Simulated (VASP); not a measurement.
Level of theory: PBEsol GGA, VASP's PBE PAW potentials (set 64) (plane waves; VASP).

VASP ran on this input.

File POSCAR:
```
BaZrO3
1
    4.1900000000     0.0000000000     0.0000000000
    0.0000000000     4.1900000000     0.0000000000
    0.0000000000     0.0000000000     4.1900000000
Ba Zr O
1 1 3
Direct
  0.0000000000   0.0000000000   0.0000000000
  0.5000000000   0.5000000000   0.5000000000
  0.5000000000   0.0000000000   0.5000000000
  0.0000000000   0.5000000000   0.5000000000
  0.5000000000   0.5000000000   0.0000000000
```

INCAR:
```
ALGO = Normal
EDIFF = 1E-6
ENCUT = 400
GGA = PS
ISIF = 2
ISMEAR = -1
LASPH = .TRUE.
LCHARG = .FALSE.
LMAXMIX = 4
LREAL = .FALSE.
LWAVE = .FALSE.
NELM = 100
PREC = Accurate
SIGMA = 0.02
SYSTEM = BaZrO3
```

File KPOINTS:
```
Automatic mesh
0
Gamma
8 8 8
0 0 0
```

POTCAR, in this order: Ba_sv Zr_sv O (PBE.64 set). Program: vasp_std.

Output

OSZICAR:
```
       N       E                     dE             d eps       ncg     rms          rms(c)
DAV:   1     0.279466643444E+03    0.27947E+03   -0.19365E+04  1680   0.133E+03
DAV:   2    -0.326545370991E+02   -0.31212E+03   -0.30601E+03  2192   0.354E+02
DAV:   3    -0.500788886794E+02   -0.17424E+02   -0.17410E+02  2832   0.823E+01
DAV:   4    -0.504308589125E+02   -0.35197E+00   -0.35190E+00  2304   0.959E+00
DAV:   5    -0.504371696896E+02   -0.63108E-02   -0.63105E-02  2496   0.104E+00    0.306E+01
DAV:   6    -0.437768262820E+02    0.66603E+01   -0.41312E+01  2104   0.409E+01    0.143E+01
DAV:   7    -0.437117680724E+02    0.65058E-01   -0.31507E+00  2544   0.996E+00    0.796E+00
DAV:   8    -0.436703865614E+02    0.41382E-01   -0.28277E-01  2224   0.422E+00    0.724E-01
DAV:   9    -0.436680597383E+02    0.23268E-02   -0.50071E-02  2376   0.126E+00    0.429E-01
DAV:  10    -0.436685658920E+02   -0.50615E-03   -0.13500E-02  2304   0.101E+00    0.212E-01
DAV:  11    -0.436682643055E+02    0.30159E-03   -0.18120E-03  2208   0.366E-01    0.289E-02
DAV:  12    -0.436682816095E+02   -0.17304E-04   -0.98732E-05  2304   0.740E-02    0.322E-02
DAV:  13    -0.436682805200E+02    0.10895E-05   -0.10030E-05  2304   0.254E-02    0.301E-03
DAV:  14    -0.436682804397E+02    0.80332E-07   -0.11524E-06  1528   0.864E-03
   1 F= -.43668280E+02 E0= -.43668280E+02  d E =-.576480E-11
```

**OUTCAR**
```
------------------------ aborting loop because EDIFF is reached ----------------------------------------
  FORCE on cell =-STRESS in cart. coord.  units (eV):
  Direction    XX          YY          ZZ          XY          YZ          ZX
  --------------------------------------------------------------------------------------
  Total       -1.9086478     -1.9086478     -1.9086478      0.0000000      0.0000000      0.0000000
  in kB      -41.5713668    -41.5713668    -41.5713668      0.0000000      0.0000000      0.0000000
  external PRESSURE =     -41.5713668 kB  Pullay stress =       0.0000000 kB
  volume of cell :       73.56
      direct lattice vectors                 reciprocal lattice vectors
     4.190000000  0.000000000  0.000000000     0.238663484  0.000000000  0.000000000
     0.000000000  4.190000000  0.000000000     0.000000000  0.238663484  0.000000000
     0.000000000  0.000000000  4.190000000     0.000000000  0.000000000  0.238663484
 POSITION                                       TOTAL-FORCE (eV/Angst)
 -----------------------------------------------------------------------------------
      0.00000      0.00000      0.00000         0.000000      0.000000      0.000000
      2.09500      2.09500      2.09500         0.000000      0.000000      0.000000
      2.09500      0.00000      2.09500         0.000000      0.000000      0.000000
      0.00000      2.09500      2.09500         0.000000      0.000000      0.000000
      2.09500      2.09500      0.00000         0.000000      0.000000      0.000000
 -----------------------------------------------------------------------------------
    total drift:                                0.000000      0.000000      0.000000
  FREE ENERGIE OF THE ION-ELECTRON SYSTEM (eV)
  ---------------------------------------------------
  free  energy   TOTEN  =       -43.6682804397 eV

  energy  without entropy=      -43.6682804397  energy(sigma->0) =      -43.66828044
```
(Selected blocks of OUTCAR.)

At this cut-off the stress carries a Pulay error, which pulls relaxed volumes low.

The structure is a typed BaZrO3 crystal. The cell was not relaxed at this level. The run is one of a series of settings (GGA = PS against the base run), some of them coarse on purpose.
